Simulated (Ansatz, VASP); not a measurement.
**Cross-check of ZrAlGe (ZrAlGe in the AlB2 type) between VASP and Ansatz**

Wanted: the spread between two codes on one cell, functional and k mesh. The cell is generated by rule, not measured, and may not be a known phase. The cell is taken from a series of runs on this material, whose earlier steps may have relaxed, scaled, displaced or heated it; both programs get it as it stands.

Calculated with Ansatz 0.2.0; plane waves, with VASP 6.6.1 beside it; single point at PBE.

The structure was built from a prototype and need not be the compound's stable phase.

## (1) Starting point

The structure is hexagonal, space group P-6m2 (No. 187). Conventional cell: a = 4.095 Å, b = 4.095 Å, c = 4.300 Å, α = 90.00°, β = 90.00°, γ = 120.00°. Nearest to Zr lie 6 Ge at 3.20 Å and 6 Al at 3.20 Å. Nearest to Al lie 3 Ge at 2.36 Å and 6 Zr at 3.20 Å. Ge has 3 Al at 2.36 Å and 6 Zr at 3.20 Å nearest. Farther neighbours are not listed.

## (2) Ansatz: single point, PBE

Ansatz runs on its PAW soft_1 files.

A single point gives forces, pressure and levels at one fixed geometry, so differences don't come from the geometry; what else differs is listed under the comparison.

The input, input.yaml:

```yaml
crystal:
  lattice:
    - [4.09521, 0.0, 0.0]
    - [-2.0476, 3.54655, 0.0]
    - [0.0, 0.0, 4.29997]
  atoms:
    - { symbol: Zr, position: [0.0, 0.0, 0.0] }
    - { symbol: Al, position: [0.33333333, 0.66666667, 0.5] }
    - { symbol: Ge, position: [0.66666667, 0.33333333, 0.5] }
kpoints:
  mp_grid: { grid: [6, 6, 4] }
hamiltonian:
  xc: pbe
  pseudopotentials: { kind: paw, azcp: { folder: soft_1 } }
scf:
  occupations: { method: gaussian, width: 0.1 }
output:
  forces: true
  stress: true
  eigenvalues: true
```

Started as:

```sh
ansatz run input.yaml --threads 4 --pin off --max-ram 12288MiB --backend cpu --events-out ev --progress --plain --runs-dir out
```

Numbers of over 12 decimals in the logs are rounded to 6 here.

Log:

```text
Engine: ansatz 0.2.0, x86_64-unknown-linux-gnu
Pseudopotentials: kind: paw
Pseudopotential: Zr, paw, valence charge 12, recommended cutoff 420 eV (normal), soft_1/Zr.paw.azcp
Pseudopotential: Al, paw, valence charge 3, recommended cutoff 420 eV (normal), soft_1/Al.paw.azcp
Pseudopotential: Ge, paw, valence charge 14, recommended cutoff 420 eV (normal), soft_1/Ge.paw.azcp
Functional definition: PBE
  parameter kappa = 0.804
  parameter beta = 0.066725
  exchange = pbe_x(kappa = kappa, mu = beta*pi^2/3)
  correlation = pbe_c(beta = beta)
Crystal: 3 atoms, lattice volume = 62.452 Å³
Basis set: ecut = 420 eV, 1203 PW (Γ), exchange–correlation on 60×60×60 points (8 copies of the dense FFT grid, shifted against one another)
Bands: 19, of which v1, the nominal top of the filled ones, is band 15 counted from 1 (14 counted from 0)
Symmetry: 12 space group operations
Space group: P-6m2 (ITA 187), of the structure as read, at distance tolerance 4.0e-5 Å
k-points: 21 of 144 (time reversal used)
Non-local potential: Zr, projectors of the file, l = 0: 3, l = 1: 2, l = 2: 2, l = 3: 1
Non-local potential: Al, projectors of the file, l = 0: 2, l = 1: 2, l = 2: 1
Non-local potential: Ge, projectors of the file, l = 0: 2, l = 1: 2, l = 2: 3, l = 3: 1
PAW form: soft (Blöchl's): semilocal exchange-correlation on the pseudo side does not see the compensation charge
PAW one-centre angular grid: Zr, 590 points (default); XC on 64 Gauss nodes
PAW one-centre angular grid: Al, 110 points (default); XC on 64 Gauss nodes
PAW one-centre angular grid: Ge, 590 points (default); XC on 64 Gauss nodes
Initial density: superposition of atomic densities (chi_scale 0.1, normalization cell, long waves kept (reshape's long-wave potential 0.00 eV rms))
Initial wavefunctions: pseudopotential atomic-orbital guess
Functional: x = pbe(κ = 0.804, μ = 0.219515), c = pbe(β = 0.066725)
SCF iter   1: F=—  HF=-9016.876006 eV  |F-HF|=—  |Δ(HF+E_count)|=         —  Δρ=3.24e-2  dr2=7.11e-1  ethr=3.10e-3  ⟨swp⟩=5.3  Hψ=1901  notcnv=0
preconditioner: auto → Resta (q_TF=auto, 2.401 Å⁻¹)  ε∞=8.0  [insulator: Δε(μ)=0.149 eV  Ē_g=5.893 eV  σ=0.100 eV  W_gap=0.55  n_scr=20 (ndim 8)  ℏωp=15.6 eV  f_vac=0.000  D(μ)=1.41/eV (n_scr^D=8)  ε∞_Penn≈8.0]
SCF iter   2: F=—  HF=-9016.691831 eV  |F-HF|=—  |Δ(HF+E_count)|=   1.84e-1  Δρ=1.71e-2  dr2=1.50e-1  ethr=2.45e-3  ⟨swp⟩=2.0  Hψ=877  notcnv=0  defer=3
preconditioner: auto → Kerker (q_TF=auto, 2.401 Å⁻¹)  [metal: Δε(μ)=0.131 eV  Ē_g=5.997 eV  σ=0.100 eV  W_gap=0.49  n_scr=20 (ndim 8)  ℏωp=15.6 eV  f_vac=0.000  D(μ)=1.45/eV (n_scr^D=8)]
SCF iter   3: F=—  HF=-9016.657112 eV  |F-HF|=—  |Δ(HF+E_count)|=   3.47e-2  Δρ=7.40e-3  dr2=2.98e-2  ethr=5.19e-4  ⟨swp⟩=2.0  Hψ=695  notcnv=0  defer=3
SCF iter   4: F=—  HF=-9016.651604 eV  |F-HF|=—  |Δ(HF+E_count)|=   5.51e-3  Δρ=1.91e-3  dr2=2.26e-3  ethr=1.03e-4  ⟨swp⟩=2.0  Hψ=700  notcnv=0  defer=3
SCF iter   5: F=—  HF=-9016.651357 eV  |F-HF|=—  |Δ(HF+E_count)|=   2.46e-4  Δρ=4.05e-4  dr2=1.21e-4  ethr=7.80e-6  ⟨swp⟩=2.0  Hψ=488  notcnv=0  defer=3
SCF iter   6: F=—  HF=-9016.651327 eV  |F-HF|=—  |Δ(HF+E_count)|=   3.05e-5  Δρ=9.34e-5  dr2=7.19e-6  ethr=4.16e-7  ⟨swp⟩=2.0  Hψ=613  notcnv=0  defer=3
SCF iter   7: F=—  HF=-9016.651335 eV  |F-HF|=—  |Δ(HF+E_count)|=   8.24e-6  Δρ=2.96e-5  dr2=1.00e-6  ethr=2.48e-8  ⟨swp⟩=2.0  Hψ=669  notcnv=0  defer=3
SCF iter   8: F=-9016.651335 eV  HF=-9016.651335 eV  |F-HF|=5.27e-8  |Δ(HF+E_count)|=   2.06e-7  Δρ=8.65e-6  dr2=9.15e-8  ethr=3.45e-10  ⟨swp⟩=3.6  Hψ=1656  notcnv=0
SCF 1 converged in 8 iterations: F = -9016.651335 eV  dr2 = 9.15e-8
  greatest PAW one-centre occupation: 0.998 electrons in one spin orbital (limit 2), on the Ge atom at site 2 (counted from 0), in its partial waves of l = 2
SCF converged after 8 iterations
Free energy (F): -9016.651335 eV
Harris-Foulkes:  -9016.651335 eV  (|F-HF|=5.27e-8)
Internal energy: -9016.643900 eV  (E = F + TS)
E sigma→0 (E₀):  -9016.647617 eV
Entropy (-TS):   -0.007435 eV (-2.478 meV/atom)
Fermi energy:    10.945490 eV
--- Per-component energies (eV) ---
  E_band       = -250.089849
  E_kinetic    = 428.417884
  E_local      = -2983.246390  (includes V_loc(G=0)·N_el)
  E_nonlocal   = 303.114895
  E_hartree    = 1333.697960
  E_xc         = -262.954106
  E_vxc        = -275.693591  (∫ρ·V_xc dr)
  E_paw        = -5447.164790  (= ΣΔE_a)
  E_vpaw       = -390.078572  (= ΣTr[D̂ρ^β])
  E_aug_tail   = -0.000013  (compensation charges beyond the density's cutoff)
  E_ewald      = -2388.509340
  E_smearing   = -0.007435  (= −TS)
  E_closure    = 0.000000  (closes the sum)
  Σ components = -9016.651335   (vs F -9016.651335, Δ=0.00e0)
--- Forces (eV/Å), atoms counted from 1 ---
  atom   1  Zr    -0.00000000    -0.00000000     0.00000000
  atom   2  Al     0.00000000     0.00000000     0.00000000
  atom   3  Ge    -0.00000000    -0.00000000     0.00000000
  max |Σ_I F_I| component: 1.91e-17 eV/Å
--- Stress (GPa, compression-positive) ---
       -0.061246       0.000000       0.000000
        0.000000      -0.061246       0.000000
        0.000000       0.000000     -16.841221
  P = ⅓ Tr σ = -5.6546 GPa (-56.546 kbar)
--- Band table (eV; the first three rows and the last of 21) ---
  k-point 0: bands = [... 11 lower, 8.4758, 8.5968, 8.8987, 10.9959, 11.6511, 11.6511, 12.4137, 12.4137]
  k-point 1: bands = [... 11 lower, 8.8081, 8.8081, 10.5835, 10.5835, 10.6902, 11.6650, 12.0238, 12.0238]
  k-point 2: bands = [... 11 lower, 9.2503, 9.2503, 10.4920, 10.4920, 10.6908, 10.6908, 11.7078, 12.3903]
  k-point 20: bands = [... 11 lower, 6.3414, 7.7577, 8.5854, 11.6314, 12.1500, 12.4368, 13.2141, 13.2395]
```

The run ends at a pressure of -5.65 GPa.

## (3) VASP: single point, PBE

The same cell, functional, mesh and smearing now go to VASP, with its own data sets.

Lines of VASP's logs that name or quote its potential files are left out, and so is its time.

The input, INCAR:

```
SYSTEM = ZrAlGe
PREC = Accurate
ENCUT = 500
EDIFF = 1E-06
NELM = 120
ISMEAR = 0
SIGMA = 0.1
LREAL = .FALSE.
ALGO = Normal
GGA = PE
NBANDS = 20
LASPH = .TRUE.
LORBIT = 11
LWAVE = .FALSE.
LCHARG = .FALSE.
ISIF = 2
GGA_COMPAT = .FALSE.
```

The input, POSCAR:

```
ZrAlGe
1.0
    4.0952100000      0.0000000000      0.0000000000
   -2.0476000000      3.5465500000      0.0000000000
    0.0000000000      0.0000000000      4.2999700000
Zr Al Ge
1 1 1
Direct
    0.0000000000      0.0000000000      0.0000000000
    0.3333333333      0.6666666667      0.5000000000
    0.6666666667      0.3333333333      0.5000000000
```

The input, KPOINTS:

```
Automatic mesh
0
Gamma
6 6 4
0 0 0
```

The projector-augmented-wave data sets are Zr_sv, Al and Ge_d (PBE family, release 64).

Started as:

```sh
mpirun -np 1 vasp_std
```

Log:

```text
[banner, memory and clock lines left out]
running    1 mpi-ranks, on    1 nodes
 distrk:  each k-point on    1 cores,    1 groups
 distr:  one band on    1 cores,    1 groups

 POSCAR found type information on POSCAR ZrAlGe
 POSCAR found :  3 types and       3 ions
 LDA part: xc-table for (Slater+PW92), standard interpolation
 POSCAR, INCAR and KPOINTS ok, starting setup
 FFT: planning ... GRIDC
 FFT: planning ... GRID_SOFT
 FFT: planning ... GRID
 WAVECAR not read
 entering main loop
       N       E                     dE             d eps       ncg     rms          rms(c)
DAV:   1     0.254954261055E+03    0.25495E+03   -0.14057E+04   964   0.268E+03
DAV:   2     0.111039805458E+02   -0.24385E+03   -0.23619E+03   872   0.659E+02
DAV:   3    -0.171289705925E+02   -0.28233E+02   -0.27635E+02   968   0.141E+02
DAV:   4    -0.187928543436E+02   -0.16639E+01   -0.16479E+01  1444   0.326E+01
DAV:   5    -0.188336056113E+02   -0.40751E-01   -0.40728E-01  1016   0.394E+00    0.883E+00
DAV:   6    -0.170886310107E+02    0.17450E+01   -0.54635E+00  1348   0.593E+01    0.247E+00
DAV:   7    -0.170942367591E+02   -0.56057E-02   -0.43557E-01  1088   0.581E+00    0.134E+00
DAV:   8    -0.170841485310E+02    0.10088E-01   -0.27909E-02  1144   0.209E+00    0.268E-01
DAV:   9    -0.170835297098E+02    0.61882E-03   -0.29091E-03  1180   0.582E-01    0.110E-01
DAV:  10    -0.170835069848E+02    0.22725E-04   -0.42145E-04  1136   0.194E-01    0.493E-02
DAV:  11    -0.170835085174E+02   -0.15326E-05   -0.84192E-05   992   0.613E-02    0.164E-02
DAV:  12    -0.170835033898E+02    0.51276E-05   -0.16561E-05  1044   0.301E-02    0.415E-03
DAV:  13    -0.170835036531E+02   -0.26331E-06   -0.98380E-07   664   0.648E-03
   1 F= -.17083504E+02 E0= -.17079787E+02  d E =-.743231E-02
```

From OUTCAR (step 3):

```text
ion  position               nearest neighbor table
   1  0.000  0.000  0.000-   2 3.20   2 3.20   3 3.20   3 3.20   2 3.20   3 3.20   2 3.20   3 3.20
                             3 3.20   3 3.20   2 3.20   2 3.20
   2  0.333  0.667  0.500-   3 2.36   3 2.36   3 2.36   1 3.20   1 3.20   1 3.20   1 3.20   1 3.20
                             1 3.20
   3  0.667  0.333  0.500-   2 2.36   2 2.36   2 2.36   1 3.20   1 3.20   1 3.20   1 3.20   1 3.20
                             1 3.20

  LATTYP: Found a hexagonal cell.
 ALAT       =     4.0952100000
 C/A-ratio  =     1.0499998779

 Subroutine GETGRP returns: Found 12 space group operations
 (whereof 12 operations were pure point group operations)

The static configuration has the point symmetry D_3h.

 Found     21 irreducible k-points:

   k-points           NKPTS =     21   k-points in BZ     NKDIM =     21   number of bands    NBANDS=     20

   dimension x,y,z NGX =    30 NGY =   30 NGZ =   32
   dimension x,y,z NGXF=    60 NGYF=   60 NGZF=   64

   ENCUT  =  500.0 eV  36.75 Ry    6.06 a.u.   7.47  7.47  7.84*2*pi/ulx,y,z

   NELECT =      29.0000    total number of electrons

 k-points in reciprocal lattice and weights: Automatic mesh
   0.00000000  0.00000000  0.00000000       0.007
   0.16666667 -0.00000000  0.00000000       0.042
   0.33333333 -0.00000000  0.00000000       0.042
   0.50000000 -0.00000000  0.00000000       0.021
   0.16666667  0.16666667  0.00000000       0.042
   0.33333333  0.16666667  0.00000000       0.083
   0.33333333  0.33333333  0.00000000       0.014
   0.00000000  0.00000000  0.25000000       0.014
   0.16666667 -0.00000000  0.25000000       0.083
[...]
0.33333333  0.16666667  0.50000000       0.083
   0.33333333  0.33333333  0.50000000       0.014

 average (electrostatic) potential at core
       1 -77.2307       2 -72.9824       3 -71.7649

 E-fermi :   7.8372

 k-point     1 :       0.0000    0.0000    0.0000
  band No.  band energies     occupation
    ...
     10      -3.8004      2.00000
     11       5.3649      2.00000
     12       5.3649      2.00000
     13       5.4832      2.00000
     14       5.7899      2.00000
     15       7.8869      0.48170
     16       8.5432      0.00000
     17       8.5432      0.00000
     18       9.3078      0.00000
     19       9.3078      0.00000
    ...

 k-point     2 :       0.1667   -0.0000    0.0000
  band No.  band energies     occupation
    ...
     10      -3.5004      2.00000
     11       3.7929      2.00000
     12       5.2423      2.00000
     13       5.3610      2.00000
     14       5.9944      2.00000
     15       8.0794      0.00061
     16       8.4082      0.00000
     17       8.8978      0.00000
     18       8.9846      0.00000
     19       9.3956      0.00000
    ...

 k-point     3 :       0.3333   -0.0000    0.0000
  band No.  band energies     occupation
    ...
     10      -2.6871      2.00000
     11       1.6965      2.00000
     12       4.9779      2.00000
     13       5.2064      2.00000
     14       5.8155      2.00000
     15       8.1646      0.00000
     16       8.3458      0.00000
     17       9.0819      0.00000
     18       9.2071      0.00000
     19       9.5147      0.00000
    ...

  Total       -0.0453430     -0.0453429     -6.5667185     -0.0000001      0.0000000      0.0000000
  in kB       -1.1632503     -1.1632464   -168.4656239     -0.0000016      0.0000000      0.0000000
  external PRESSURE =     -56.9307069 kB  Pullay stress =       0.0000000 kB

  energy-cutoff  :      500.00
  volume of cell :       62.45
      direct lattice vectors                 reciprocal lattice vectors
     4.095210000  0.000000000  0.000000000     0.244187722  0.140981737  0.000000000
    -2.047600000  3.546550000  0.000000000     0.000000000  0.281964162  0.000000000
     0.000000000  0.000000000  4.299970000     0.000000000  0.000000000  0.232559762

 POSITION                                       TOTAL-FORCE (eV/Angst)
 -----------------------------------------------------------------------------------
      0.00000      0.00000      0.00000         0.000000      0.000000      0.000000
      0.00000      2.36437      2.14999        -0.000000     -0.000000      0.000000
      2.04761      1.18218      2.14999         0.000000     -0.000000      0.000000
 -----------------------------------------------------------------------------------
    total drift:                                0.000071      0.000081      0.000000

  FREE ENERGIE OF THE ION-ELECTRON SYSTEM (eV)
  ---------------------------------------------------
  free  energy   TOTEN  =       -17.0835036531 eV

  energy  without entropy=      -17.0760713453  energy(sigma->0) =      -17.07978750

 total charge
# of ion       s       p       d       tot
------------------------------------------
    1        2.112   5.931   1.572   9.615
    2        0.409   0.425   0.000   0.834
    3        1.115   1.355  10.032  12.502
--------------------------------------------------
tot          3.635   7.711  11.605  22.951

[... 3 further parts left out ...]
```

This run has no spin polarisation. Its electron count is odd, so without a moment it is a metal by construction. The k-mesh is coarse for a metal.

## (4) Comparison

Known differences besides the potentials themselves: the cutoff is 420 eV in Ansatz and 500 eV in VASP. Total energies have different zeros and are not compared.

The two programs side by side:

| quantity | Ansatz | VASP | difference |
| --- | --- | --- | --- |
| pressure (GPa) | -5.65 | -5.69 | +0.04 |

## (5) Outcome

```
difference in pressure (single point, PBE) : 0.038 GPa
```

In words: The difference in pressure is 0.038 GPa (single point, PBE), within the 1 GPa picked in this series as the mark of a large difference. Such differences can come from data sets, numerical settings and the points named under the comparisons, not from the functional's error against experiment.

[Lines on the potential files, build, host, timing and source positions are cut from VASP's logs without a mark.]

[Logs are printed without paths, hosts, clocks, repeated set-up lines and the standing remarks that a program may print on its own settings, such as how far it seeks lower states.]

[Hosts, paths, dates, database ids (printed as entryN), source tags and the programs' standing remarks are cut or masked in the printed files.]
